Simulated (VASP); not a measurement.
Data:

```xyz
2
Lattice="0.0000 2.9427 2.9427 2.9427 0.0000 2.9427 2.9427 2.9427 0.0000" Properties=species:S:1:pos:R:3 pbc="T T T"
Ag     0.0000     0.0000     0.0000
Br     2.9427     2.9427     2.9427
```

The numbers are results of PBE GGA, VASP's PBE PAW potentials (set 64) (plane waves; VASP), not measurements. Run with 400 eV cut-off, 9×9×9 Γ-centred mesh, Gaussian smearing of 0.050 eV, potentials Ag Br.

Q: Estimate the energy per atom (σ→0), pressure.

A: 
- energy per atom (σ→0) = -241.0 kJ/mol-atom
- pressure = -1.05 GPa

The compound is AgBr in the rock salt structure. The cell was not relaxed at this level. The run is one of a series of settings (KPOINTS 9×9×9 Γ-centred mesh against the base run), some of them coarse on purpose.
